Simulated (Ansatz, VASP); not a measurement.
This is a calculation of LaSc for VASP 6.6.1. The cell comes from a database or a generator and needn't be the stable form of this composition.

File INCAR:

```
PREC = Accurate
ENCUT = 600
EDIFF = 1E-6
ISMEAR = -1
SIGMA = 0.05
LREAL = False
LASPH = True
NELM = 60
ALGO = Normal
ISIF = 3
LWAVE = False
LCHARG = False
GGA = RE
IBRION = 2
NSW = 60
EDIFFG = -0.01
```

Contents of KPOINTS:

```
Automatic mesh
0
Gamma
  7 7 7
```

POSCAR

```
LaSc
1.0
    3.9480400000      0.0000000000      0.0000000000
    0.0000000000      3.9480400000      0.0000000000
    0.0000000000      0.0000000000      3.9480400000
La Sc
1 1
Direct
    0.0000000000      0.0000000000      0.0000000000
    0.5000000000      0.5000000000      0.5000000000
```

Potentials or basis: VASP PAW PBE potentials, release 64 (La, Sc_sv).

Run with:

```bash
$ cat potpaw_PBE.64/La/POTCAR potpaw_PBE.64/Sc_sv/POTCAR > POTCAR
$ mpirun -np 1 vasp_std > vasp.out
```

Task: Translate it to Ansatz 0.2.0. Potentials or basis there: Ansatz PAW, cutoff 420 eV.

Result: As run (cutoffs and basis follow the program's own potentials, and thresholds, step limits or extra output files can differ):

input.yaml

```yaml
crystal:
  lattice:
    - [3.94804, 0.0, 0.0]
    - [0.0, 3.94804, 0.0]
    - [0.0, 0.0, 3.94804]
  atoms:
    - { symbol: La, position: [0.0, 0.0, 0.0] }
    - { symbol: Sc, position: [0.5, 0.5, 0.5] }
hamiltonian:
  xc: revpbe
  pseudopotentials: { kind: paw }
kpoints:
  mp_grid: { grid: [7, 7, 7] }
scf:
  occupations: { method: fermi_dirac, width: 0.05 }
output:
  forces: true
  stress: true
  eigenvalues: true
  write_density: true
  write_potential: true
  elf: true
  volumetric_format: npy
relax:
  f_tol: 0.01
  max_steps: 40
  cell: { stress_tol: 0.05 }
```

Potentials or basis: Ansatz PAW.

Run with:

```bash
$ ansatz run input.yaml --threads 2 --pin off --max-ram 5632MiB --backend cpu --events-out ev --progress --plain --runs-dir out
```

Both were run:

|  | VASP | Ansatz |
| --- | --- | --- |
| Relaxed volume | 31.81 Å³/atom | 31.75 Å³/atom |
| Relaxed cell | a = 3.992 Å, b = 3.992 Å, c = 3.992 Å, α = 90.00°, β = 90.00°, γ = 90.00° | a = 3.989 Å, b = 3.989 Å, c = 3.989 Å, α = 90.00°, β = 90.00°, γ = 90.00° |
| Space group after relaxing | Pm-3m (No. 221) | Pm-3m (No. 221) |
| Pressure after relaxing | 0.0 GPa | 0.0 GPa |

Ansatz's pressure holds a Pulay term of +0.01 GPa for its cutoff of 420 eV, which the other run lacks.

VASP's potentials were made for PBE. Ansatz's potentials were made for PBE.

Where Ansatz's input types no cutoff or centring, it takes its own default and a Γ-centred mesh.

Pressure is positive in compression.
